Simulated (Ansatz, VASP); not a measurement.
## Te2Mo: VASP beside Ansatz

One calculation is typed for both programs; each brings its own data sets. How far apart do they land? The cell is taken from a series of runs on this material, whose earlier steps may have relaxed, scaled, displaced or heated it; both programs get it as it stands.

Method: plane waves, with VASP 6.6.1 beside it; HSE06, spin-orbit coupling, in Ansatz 0.2.0.

## 1. Set-up

The structure is hexagonal, space group P6_3/mmc (No. 194). The conventional cell has a = 3.518 Å, b = 3.518 Å, c = 13.974 Å, α = 90.00°, β = 90.00°, γ = 120.00°. Nearest to Te lie 3 Mo at 2.72 Å. Nearest to Mo lie 6 Te at 2.72 Å. Farther neighbours and most contacts between anions are not listed.

Coordinates:

```cif
data_structure
_symmetry_space_group_name_H-M 'P 1'
_symmetry_Int_Tables_number 1
_cell_length_a 3.5182
_cell_length_b 3.5182
_cell_length_c 13.9736
_cell_angle_alpha 90.000
_cell_angle_beta 90.000
_cell_angle_gamma 120.000
_cell_volume 149.79
loop_
_atom_site_label
_atom_site_type_symbol
_atom_site_fract_x
_atom_site_fract_y
_atom_site_fract_z
_atom_site_occupancy
Te1 Te 0.33333 0.66667 0.62100 1
Te2 Te 0.66667 0.33333 0.12100 1
Te3 Te 0.33333 0.66667 0.87900 1
Te4 Te 0.66667 0.33333 0.37900 1
Mo5 Mo 0.33333 0.66667 0.25000 1
Mo6 Mo 0.66667 0.33333 0.75000 1
```

## 2. Ansatz: single point, HSE06, spin-orbit coupling

Ansatz runs on its fully relativistic PAW (standard-fr) files.

With cell and atoms fixed, the geometry can't cause a difference; cores, projectors, grids and the points listed under the comparison can.

The input, input.yaml:

```yaml
crystal:
  lattice:
    - [3.5182, 0.0, 0.0]
    - [-1.7591, 3.0468505756, 0.0]
    - [0.0, 0.0, 13.9736]
  atoms:
    - { symbol: Te, position: [0.3333333333, 0.6666666667, 0.621] }
    - { symbol: Te, position: [0.6666666667, 0.3333333333, 0.121] }
    - { symbol: Te, position: [0.3333333333, 0.6666666667, 0.879] }
    - { symbol: Te, position: [0.6666666667, 0.3333333333, 0.379] }
    - { symbol: Mo, position: [0.3333333333, 0.6666666667, 0.25] }
    - { symbol: Mo, position: [0.6666666667, 0.3333333333, 0.75] }
kpoints:
  mp_grid: { grid: [6, 6, 2] }
  band_path:
    path:
      - [0.0, 0.0, 0.0]
      - [0.5, 0.0, 0.0]
      - [0.33333333, 0.33333333, 0.0]
      - [0.0, 0.0, 0.5]
      - [0.5, 0.0, 0.5]
      - [0.33333333, 0.33333333, 0.5]
      - [0.199999998, 0.199999998, 0.0]
    npoints: 1
hamiltonian:
  xc: hse06
scf:
  occupations: { method: fermi_dirac, width: 0.02 }
  n_extra_bands: 12
magnetization:
  noncollinear: true
  spin_orbit: true
output:
  eigenvalues: true
  write_density: true
  write_potential: true
  elf: true
  volumetric_format: npy
```

Command:

```bash
> ansatz run input.yaml --threads 3 --pin off --max-ram 64512MiB --backend cuda --devices 1 --max-vram 24GiB --events-out ev --progress --plain --runs-dir out
```

Numbers of over 12 decimals in the logs are rounded to 6 here.

The program printed:

```text
scf.n_extra_bands = 12 over 92 filled bands (N_el = 92.0): the run solves 104 bands
GPUs: using 1 of 1 available (devices: 1).
Engine: ansatz 0.2.0, x86_64-unknown-linux-gnu
Pseudopotentials: kind: paw_fr
Pseudopotential: Te, paw_fr, valence charge 16, recommended cutoff 420 eV (normal), Te.paw.azcp#standard-fr
Pseudopotential: Mo, paw_fr, valence charge 14, recommended cutoff 420 eV (normal), Mo.paw.azcp#standard-fr
Functional definition: HSE06
  parameter a = 0.25
  parameter omega = 0.11/bohr
  exchange = pbe_x - a*pbe_x_sr(omega) + a*exact_x_sr(omega)
  correlation = pbe_c
non-collinear run that drives no moment, with spin-orbit: no starting moment large enough to seed its density (crystal.atoms[].spin), no starting occupations that ask for one, no magnetisation constraint and no magnetic field, so the semilocal B_xc is pinned to zero
device memory: the entry about to start is reckoned to put 4.8 GiB on a device that reports 72.7 GiB free (of which the cap on the GPU budget leaves the run 24.0 GiB)
GPU FFT provider: cuFFT
GPU libraries: cuBLAS 13.8.2, cuFFT 12.4.0, cuSOLVER 12.3.4
Crystal: 6 atoms, lattice volume = 149.789 Å³
Basis set: ecut = 420 eV, 2909 PW (Γ)
Bands: 104, of which v1, the nominal top of the filled ones, is band 92 counted from 1 (91 counted from 0)
Symmetry: 24 space group operations + 24 with time reversal
Magnetic group: BNS 194.264 (UNI 1494), of the structure as read, at distance tolerance 5.3e-5 Å
k-points: 14 of 72
Projection manifold: j_resolved (fully-relativistic pseudo-atomic orbitals)
Non-local potential: Te, projectors of the file, l = 0: 2, l = 1: 4, l = 2: 4, l = 3: 4
Non-local potential: Mo, projectors of the file, l = 0: 3, l = 1: 4, l = 2: 4, l = 3: 2
PAW form: soft (Blöchl's): semilocal exchange-correlation on the pseudo side does not see the compensation charge
PAW frozen core: Te, regenerated for the run's functional, and the local potential with it (the file was generated under x = pbe(κ = 0.804, μ = 0.219515), c = pbe(β = 0.066725))
PAW frozen core: Mo, regenerated for the run's functional, and the local potential with it (the file was generated under x = pbe(κ = 0.804, μ = 0.219515), c = pbe(β = 0.066725))
PAW one-centre angular grid: Te, 590 points (default); XC on 96 Gauss nodes
PAW one-centre angular grid: Mo, 590 points (default); XC on 96 Gauss nodes
Initial density: superposition of atomic densities (chi_scale 0.1, normalization cell, long waves kept (reshape's long-wave potential 0.01 eV rms))
Initial wavefunctions: pseudopotential atomic-orbital guess
GPU buffer pool allocated for 55296 grid points (all kernels)
GPU transforms: local potential and band sums: pruned to the plane-wave sphere, on 24×24×96
Functional: x = pbe(κ = 0.804, μ = 0.219515), c = pbe(β = 0.066725), warm-up for x = pbe(κ = 0.804, μ = 0.219515) + 0.25 (exact − pbe) at short range (hse, ω = 0.207870 Å⁻¹), c = pbe(β = 0.066725); HSE06 as pw.x's `hse` composes it (authors' and Libxc's form: `xc: wpbeh`)
SCF iter   1: F=—  HF=-37847.957559 eV  |F-HF|=—  |Δ(HF+E_count)|=         —  Δρ=5.45e-2  dr2=6.41e0  dr2_m=0.00e0 (ungated)  ethr=1.00e-1  |M|=0.00e0 ∫|m|=0.00e0 μB  |m|>n=0.0e0 m-floor=0.0e0 τ_xc=0.0e0  β_m=0.30  ⟨swp⟩=3.5  Hψ=4919  notcnv=0
preconditioner: auto → none  [insulator: Δε(μ)=0.748 eV  Ē_g=6.900 eV  σ=0.020 eV  W_gap=1.00  n_scr=52 (ndim 8)  ℏωp=18.2 eV  f_vac=0.007  D(μ)=0.00/eV (n_scr^D=0)]
SCF iter   2: F=—  HF=-37847.324520 eV  |F-HF|=—  |Δ(HF+E_count)|=   6.33e-1  Δρ=3.02e-2  dr2=5.92e0  dr2_m=0.00e0 (ungated)  ethr=6.97e-3  |M|=0.00e0 ∫|m|=0.00e0 μB  |m|>n=0.0e0 m-floor=0.0e0 τ_xc=0.0e0  β_m=0.26  ⟨swp⟩=4.3  Hψ=3603  notcnv=0
SCF iter   3: F=—  HF=-37846.761064 eV  |F-HF|=—  |Δ(HF+E_count)|=   5.63e-1  Δρ=2.36e-2  dr2=1.18e0  dr2_m=0.00e0 (ungated)  ethr=6.44e-3  |M|=0.00e0 ∫|m|=0.00e0 μB  |m|>n=0.0e0 m-floor=0.0e0 τ_xc=0.0e0  β_m=0.26  ⟨swp⟩=3.9  Hψ=3436  notcnv=0
SCF iter   4: F=—  HF=-37846.602144 eV  |F-HF|=—  |Δ(HF+E_count)|=   1.59e-1  Δρ=1.13e-2  dr2=1.79e-1  dr2_m=0.00e0 (ungated)  ethr=1.29e-3  |M|=0.00e0 ∫|m|=0.00e0 μB  |m|>n=0.0e0 m-floor=0.0e0 τ_xc=0.0e0  β_m=0.42  ⟨swp⟩=3.0  Hψ=3152  notcnv=0
iter 5 solved again at ethr=1.15e-5 eV; its pass at ethr=1.95e-4 eV (dr2=1.05e-2 eV) is discarded
SCF iter   5: F=—  HF=-37846.584705 eV  |F-HF|=—  |Δ(HF+E_count)|=   1.74e-2  Δρ=2.60e-3  dr2=1.11e-2  dr2_m=0.00e0 (ungated)  ethr=1.15e-5  |M|=0.00e0 ∫|m|=0.00e0 μB  |m|>n=0.0e0 m-floor=0.0e0 τ_xc=0.0e0  β_m=0.48  ⟨swp⟩=3.7  Hψ=6551  notcnv=0  defer=2
SCF iter   6: F=—  HF=-37846.583702 eV  |F-HF|=—  |Δ(HF+E_count)|=   1.00e-3  Δρ=7.61e-4  dr2=3.06e-4  dr2_m=0.00e0 (ungated)  ethr=1.15e-5  |M|=0.00e0 ∫|m|=0.00e0 μB  |m|>n=0.0e0 m-floor=0.0e0 τ_xc=0.0e0  β_m=0.60  ⟨swp⟩=3.8  Hψ=3189  notcnv=0  defer=8
[...]
SCF iter   7: F=-37844.702011 eV  HF=-37844.702012 eV  |F-HF|=9.43e-7  |Δ(HF+E_count)|=   3.10e-5  Δρ=2.30e-5  dr2=4.94e-6  dr2_m=0.00e0 (ungated)  ethr=3.51e-10  |M|=0.00e0 ∫|m|=0.00e0 μB  |m|>n=0.0e0 m-floor=0.0e0 τ_xc=0.0e0  ⟨swp⟩=5.7  Hψ=5874  notcnv=0
SCF 2 stopped early in 7 iterations: F = -37844.702011 eV  dr2 = 4.94e-6
hybrid outer 1: dexx = +2.120e-2 eV, tail = 2.33e-4 eV
GPU FFT provider: cuFFT
GPU libraries: cuBLAS 13.8.2, cuFFT 12.4.0, cuSOLVER 12.3.4
Projection manifold: j_resolved (fully-relativistic pseudo-atomic orbitals)
GPU buffer pool allocated for 55296 grid points (all kernels)
GPU transforms: local potential and band sums: pruned to the plane-wave sphere, on 24×24×96
Exchange kernel: α = 0.2500, screened, ω = 0.2079 Å⁻¹, Wigner–Seitz truncation, v(0) = 1046.0996 eV·Å³, q-mesh 6×6×2, nearest image of the exchange supercell L = 21.11 Å, pair-density grid 15×15×60, without the augmentation charges, whose exchange is taken in its separable form by FFT convolution over the k-point mesh (sized by the pseudopotential files, 24×24×96 at the most), smooth part of the exact exchange by density-matrix convolution in up to 9.99 GiB of GPU memory as planned if the GPU has room (build and FFT work areas not counted)
Frozen-core exchange: fock
SCF iter   1: F=—  HF=-37844.702160 eV  |F-HF|=—  |Δ(HF+E_count)|=         —  Δρ=7.27e-5  dr2=2.06e-5  dr2_m=0.00e0 (ungated)  ethr=1.27e-6  |M|=0.00e0 ∫|m|=0.00e0 μB  |m|>n=0.0e0 m-floor=0.0e0 τ_xc=0.0e0  β_m=0.30  ⟨swp⟩=4.1  Hψ=3066  notcnv=0
preconditioner: auto → none  [insulator: Δε(μ)=1.217 eV  Ē_g=7.486 eV  σ=0.020 eV  W_gap=1.00  n_scr=52 (ndim 8)  ℏωp=18.2 eV  f_vac=0.020  D(μ)=0.00/eV (n_scr^D=0)]
SCF iter   2: F=—  HF=-37844.702159 eV  |F-HF|=—  |Δ(HF+E_count)|=   2.05e-7  Δρ=4.99e-5  dr2=8.57e-6  dr2_m=0.00e0 (ungated)  ethr=1.63e-8  |M|=0.00e0 ∫|m|=0.00e0 μB  |m|>n=0.0e0 m-floor=0.0e0 τ_xc=0.0e0  β_m=0.46  ⟨swp⟩=4.1  Hψ=3323  notcnv=0
SCF iter   3: F=—  HF=-37844.702163 eV  |F-HF|=—  |Δ(HF+E_count)|=   3.10e-6  Δρ=1.75e-5  dr2=1.43e-6  dr2_m=0.00e0 (ungated)  ethr=8.35e-9  |M|=0.00e0 ∫|m|=0.00e0 μB  |m|>n=0.0e0 m-floor=0.0e0 τ_xc=0.0e0  β_m=0.46  ⟨swp⟩=4.0  Hψ=3120  notcnv=0
iter 4 solved again at ethr=1.27e-11 eV; its pass at ethr=1.09e-9 eV (dr2=1.17e-8 eV) is discarded
SCF iter   4: F=—  HF=-37844.702162 eV  |F-HF|=—  |Δ(HF+E_count)|=   1.37e-7  Δρ=3.91e-6  dr2=1.40e-7  dr2_m=0.00e0 (ungated)  ethr=1.27e-11  |M|=0.00e0 ∫|m|=0.00e0 μB  |m|>n=0.0e0 m-floor=0.0e0 τ_xc=0.0e0  β_m=0.62  ⟨swp⟩=4.0  Hψ=7335  notcnv=0
SCF iter   5: F=—  HF=-37844.702163 eV  |F-HF|=—  |Δ(HF+E_count)|=   6.75e-7  Δρ=8.86e-6  dr2=3.95e-7  dr2_m=0.00e0 (ungated)  ethr=1.27e-11  |M|=0.00e0 ∫|m|=0.00e0 μB  |m|>n=0.0e0 m-floor=0.0e0 τ_xc=0.0e0  β_m=0.62  ⟨swp⟩=5.4  Hψ=4533  notcnv=0
SCF iter   6: F=-37844.702163 eV  HF=-37844.702163 eV  |F-HF|=1.42e-9  |Δ(HF+E_count)|=   5.72e-8  Δρ=1.07e-6  dr2=1.03e-8  dr2_m=0.00e0 (ungated)  ethr=1.27e-11  |M|=0.00e0 ∫|m|=0.00e0 μB  |m|>n=0.0e0 m-floor=0.0e0 τ_xc=0.0e0  ⟨swp⟩=4.9  Hψ=3860  notcnv=0
SCF 3 converged in 6 iterations: F = -37844.702163 eV  dr2 = 1.03e-8
hybrid outer 2: dexx = +7.092e-6 eV, tail = 6.78e-8 eV, Δε = 2.39e-3 eV (about 8.08e-5 eV left of the loop's levels)
device memory: the entry about to start is reckoned to put 1.8 GiB on a device that reports 65.5 GiB free (of which the cap on the GPU budget leaves the run 24.0 GiB)
NSCF: frozen V_eff on 7 k-points
hybrid SCF converged: 2 outer / 13 inner (+7 warm-up), last move |dexx| = 7.09e-6 eV, tail = 6.78e-8 eV
Magnetization: |M| = 0.0000 μB,  M = (+0.0000, +0.0000, +0.0000) μB
Absolute magnetization: 0.0000 μB (∫|m|)
  site 0: m = (+0.0000, +0.0000, +0.0000) μB, |m| = 0.0000 μB  (R = 1.12 Å)
  site 1: m = (+0.0000, +0.0000, +0.0000) μB, |m| = 0.0000 μB  (R = 1.12 Å)
  site 2: m = (+0.0000, +0.0000, +0.0000) μB, |m| = 0.0000 μB  (R = 1.12 Å)
  site 3: m = (+0.0000, +0.0000, +0.0000) μB, |m| = 0.0000 μB  (R = 1.12 Å)
  site 4: m = (+0.0000, +0.0000, +0.0000) μB, |m| = 0.0000 μB  (R = 1.12 Å)
  site 5: m = (+0.0000, +0.0000, +0.0000) μB, |m| = 0.0000 μB  (R = 1.12 Å)
Free energy (F): -37844.702164 eV
Frozen-core exchange: fock
Harris-Foulkes:  -37844.702164 eV  (|F-HF|=1.42e-9)
Internal energy: -37844.702164 eV  (E = F + TS)
E sigma→0 (E₀):  -37844.702164 eV
Fermi energy:    12.804709 eV
--- Per-component energies (eV) ---
  E_band       = -1338.206323
  E_kinetic    = 1606.542443
  E_local      = -7373.729335  (includes V_loc(G=0)·N_el)
  E_nonlocal   = -960.730555
  E_hartree    = 4132.831459
  E_xc         = -696.749785
  E_vxc        = -701.595824  (∫ρ·V_xc dr)
  E_exx        = -264.732159  (= α·E_x^exact, valence–valence)
  E_paw        = -24969.948016  (= ΣΔE_a)
  E_vpaw       = -1644.889708  (= ΣTr[D̂ρ^β])
  E_aug_tail   = -0.000614  (compensation charges beyond the density's cutoff)
  E_ewald      = -9316.621616
  E_core_change = -1.563987  (= ΣΔE_core)
  E_smearing   = -0.000000  (= −TS)
  E_closure    = 0.000000  (closes the sum)
  Σ components = -37844.702164   (vs F -37844.702164, Δ=-7.28e-12)
--- Band table (eV; the first three rows and the last of 14) ---
  k-point 0: bands = [... 88 lower, 11.6790, 11.6790, 12.2032, 12.2032, 15.2887, 15.2887, 15.4297, 15.4297, ... 8 higher]
  k-point 1: bands = [... 88 lower, 12.0712, 12.0712, 12.0712, 12.0712, 15.3323, 15.3323, 15.3323, 15.3323, ... 8 higher]
  k-point 2: bands = [... 88 lower, 11.6894, 11.6894, 11.7717, 11.7717, 14.4768, 14.4768, 14.7113, 14.7113, ... 8 higher]
  k-point 13: bands = [... 88 lower, 11.8116, 11.8116, 12.1299, 12.1299, 13.5366, 13.5366, 13.6047, 13.6047, ... 8 higher]
```

Reading the cycles: dr2 is the Hartree energy of the density residual (eV), the measure of convergence; HF is the Harris–Foulkes estimate of the energy, which meets the free energy F at convergence.

(Part 1 of 2 ends here.)

[Lines on the potential files, build, host, timing and source positions are cut from VASP's logs without a mark.]

[Logs are printed without paths, hosts, clocks, repeated set-up lines and the standing remarks that a program may print on its own settings, such as how far it seeks lower states.]

[Hosts, paths, dates, database ids (printed as entryN), source tags and the programs' standing remarks are cut or masked in the printed files.]
